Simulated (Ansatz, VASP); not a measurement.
# Cross-check of HfSi between VASP and Ansatz, part 2 of 2

Aim: how closely do two programs agree when they are given the same cell, functional and k mesh? The cell is generated by rule, not measured, and may not be a known phase. Of the first pair: The two relaxations start from unlike cells of this crystal (the structure described is Ansatz's start), so only their ends are compared.

VASP 6.6.1 and Ansatz 0.2.0.

So far: The starting structure; VASP: relaxation of cell and atoms, LDA; Ansatz: relaxation of cell and atoms, LDA; Differences.

## 5. VASP: zone-centre phonons, LDA

Level of this step: LDA; plane waves and PAW (Hf_pv, Si); invented cell (VASP).

Second derivatives magnify differences that forces hide, and they need a tight electronic threshold. This pair takes another cell of the material, with 2 atoms against 4 for the pair before.

File INCAR:

```
SYSTEM = HfSi
PREC = Accurate
ENCUT = 500
EDIFF = 1E-08
NELM = 120
ISMEAR = 1
SIGMA = 0.15
LREAL = .FALSE.
ALGO = Normal
GGA = PW92
NBANDS = 13
LASPH = .TRUE.
LORBIT = 11
LWAVE = .FALSE.
LCHARG = .FALSE.
ISIF = 2
IBRION = 8
GGA_COMPAT = .FALSE.
KPAR = 2
```

File POSCAR:

```
HfSi
1.0
    3.4483871721      0.0000000000      0.0000000000
    0.0000000000      3.4483871721      0.0000000000
    0.0000000000      0.0000000000      2.7897445209
Hf Si
1 1
Direct
    0.0000000000      0.0000000000      0.0000000000
    0.5000000000      0.5000000000      0.5000000000
```

File KPOINTS:

```
Automatic mesh
0
Gamma
10 10 14
0 0 0
```

The projector-augmented-wave data sets are Hf_pv and Si (LDA family, release 64).

Run with:

```console
$ mpirun -np 2 vasp_std
```

Numbers of over 12 decimals in the logs are rounded to 6 here.

The program printed:

```text
[banner, memory and clock lines left out]
running    2 mpi-ranks, on    1 nodes
[...]
[... a notice as in an earlier step ...]

 LDA part: xc-table for (Slater(with rela. corr.)+PW92), standard interpolation
 POSCAR, INCAR and KPOINTS ok, starting setup
[...]
entering main loop
       N       E                     dE             d eps       ncg     rms          rms(c)
DAV:   1     0.221984776484E+02    0.22198E+02   -0.70078E+03  4368   0.951E+02
DAV:   2    -0.171138128423E+02   -0.39312E+02   -0.37137E+02  5576   0.188E+02
DAV:   3    -0.182471731988E+02   -0.11334E+01   -0.11247E+01  5588   0.225E+01
DAV:   4    -0.182550352172E+02   -0.78620E-02   -0.78609E-02  5096   0.235E+00
[...]
DAV:  11    -0.176089307166E+02    0.50998E-06   -0.39841E-06  5271   0.138E-02    0.150E-02
DAV:  12    -0.176089306460E+02    0.70599E-07   -0.31684E-07  5331   0.402E-03    0.536E-03
DAV:  13    -0.176089306425E+02    0.35564E-08   -0.21170E-08  4190   0.113E-03
   1 F= -.17608931E+02 E0= -.17608853E+02  d E =-.231964E-03
[...]
RMM:   9    -0.211691839153E-01    0.35152E-06    0.15464E-09 12566   0.217E-04    0.891E-05
RMM:  10    -0.211693312526E-01   -0.14734E-06   -0.24430E-09 13268   0.623E-05    0.132E-05
RMM:  11    -0.211693349966E-01   -0.37440E-08    0.42201E-10 13914   0.186E-05    0.288E-06
 first order change of Fermi-energy  -0.23875E-04
 force on displaced ion       2 direction 1 :  -5.658   0.000   0.000
 Linear response progress:
  Degree of freedom:   4/  4
       N       E                     dE             d eps       ncg     rms          rms(c)
RMM:   1    -0.126206367124E-01   -0.12621E-01   -0.35720E-03  9294   0.673E-01
RMM:   2    -0.123652344363E-01    0.25540E-03   -0.48762E-04  7031   0.119E-01    0.212E-01
RMM:   3    -0.124493553345E-01   -0.84121E-04   -0.11898E-04  6497   0.594E-02    0.108E-01
RMM:   4    -0.126626750445E-01   -0.21332E-03   -0.83302E-05  6840   0.427E-02    0.108E-02
[...]
RMM:  10    -0.126470787264E-01   -0.39611E-07    0.33169E-09  7840   0.320E-05    0.459E-05
RMM:  11    -0.126471338102E-01   -0.55084E-07    0.10297E-09  7663   0.164E-05    0.193E-05
RMM:  12    -0.126471375685E-01   -0.37583E-08   -0.31258E-10  7302   0.632E-06    0.214E-05
 first order change of Fermi-energy   0.81655E-04
 force on displaced ion       2 direction 3 :   0.000   0.000  -3.091
 Linear response finished
```

OUTCAR, selected parts (step 5):

```text
  Total        0.0555260      0.0555260     -0.0183001      0.0000000      0.0000000      0.0000000
  in kB        2.6817038      2.6817038     -0.8838297      0.0000000      0.0000000      0.0000000
  external PRESSURE =       1.4931927 kB  Pullay stress =       0.0000000 kB

 POSITION                                       TOTAL-FORCE (eV/Angst)
 -----------------------------------------------------------------------------------
      0.00000      0.00000      0.00000         0.000000      0.000000      0.000000
      1.72419      1.72419      1.39487         0.000000      0.000000      0.000000
 -----------------------------------------------------------------------------------
    total drift:                               -0.000000     -0.000000     -0.000000

[... 2 further parts left out ...]
```

## 6. Ansatz: zone-centre phonons, LDA

The same cell, functional (in two slightly different forms), mesh and smearing now go to Ansatz, which takes its cutoff from its data sets.

The cell is taken from a series of runs on this material, whose earlier steps may have relaxed, scaled, displaced or heated it; both programs get it as it stands.

File input.yaml:

```yaml
crystal:
  lattice:
    - [3.4483871721, 0.0, 0.0]
    - [0.0, 3.4483871721, 0.0]
    - [0.0, 0.0, 2.7897445209]
  atoms:
    - { symbol: Hf, position: [0.0, 0.0, 0.0] }
    - { symbol: Si, position: [0.5, 0.5, 0.5] }
kpoints:
  mp_grid: { grid: [10, 10, 14] }
hamiltonian:
  xc: lda
scf:
  occupations: { method: methfessel_paxton, width: 0.15 }
output:
  eigenvalues: true
phonons:
  method: dfpt
```

Run with:

```console
$ ansatz run input.yaml --threads 4 --pin off --max-ram 7168MiB --backend cpu --events-out ev --progress --plain --runs-dir out
```

The program printed:

```text
zone centre: on kpoints.mp_grid the ground state, and the responses unless they are solved on pairs of k-points, stand on 288 of the mesh's 1400 k-points, reduced under 8 symmetry operations, with k and −k counted as one. Each operation leaves every solved displacement unchanged or reverses it
[...]
Crystal: 2 atoms, lattice volume = 33.174 Å³
[...]
k mesh reduced under 8 symmetry operations, with k and −k counted as one. Each operation leaves every solved displacement unchanged or reverses it
  ASR residual: 1.874e-5 → 0.000e0 eV/Å²; symmetrization residual: 1.451e-6 eV/Å²
  ASR residual per site (eV/Å²): 1.87e-5 9.11e-6
  Γ frequencies (cm⁻¹): 0.00 0.00 0.00 184.28 249.98 249.98
  non-analytic LO–TO correction: not included (Born effective charges unavailable; polar crystals: no LO–TO splitting at Γ)
[key lines of the parts left out:]
SCF converged after 10 iterations
Free energy (F): -16086.454386 eV
Fermi energy:    17.870418 eV
```

## 7. Differences

What differs besides the data sets and the points named for the pairs above, as far as they apply: the data sets hold 30 valence electrons in Ansatz (on its default PAW (the set named soft_2) files) and 14 in VASP. Total energies have different zeros and are not compared.

Both answers:

| quantity | Ansatz | VASP | difference |
| --- | --- | --- | --- |
| optical mode 1 (cm⁻¹) | 184.3 | 186.1 | -0.98 % |
| optical mode 2 to 3 (cm⁻¹) | 250.0 | 251.8 | -0.72 % |

Modes are paired by rising frequency, not by their patterns, so a pair may set unlike modes beside each other; they are those without the splitting of longitudinal modes.

## 8. Outcome

```json
{"difference in volume (relaxation of cell and atoms, LDA)": "-0.077 %", "r.m.s. difference of the optical zone-centre modes, each program's sorted by frequency (zone-centre phonons, LDA)": "1.8 cm⁻¹", "difference in optical mode 1 (zone-centre phonons, LDA)": "-1.0 %"}
```

In words: The difference in volume is -0.077 % (relaxation of cell and atoms, LDA), within the 1.2 % picked in this series as the mark of a large difference, as far as the stopping tolerances let one tell. The data sets hold unlike numbers of valence electrons (60 in Ansatz and 28 in VASP and 30 in Ansatz and 14 in VASP), so part of the differences comes from the potentials. Among the rows given in per cent, the largest difference of the zone-centre phonons, LDA pair is in optical mode 1, -1.0 %. How closely two codes agree says nothing of how well the functional describes the real material.

[Lines on the potential files, build, host, timing and source positions are cut from VASP's logs without a mark.]

[Logs are printed without paths, hosts, clocks, repeated set-up lines and the standing remarks that a program may print on its own settings, such as how far it seeks lower states.]

[Hosts, paths, dates, database ids (printed as entryN), source tags and the programs' standing remarks are cut or masked in the printed files.]
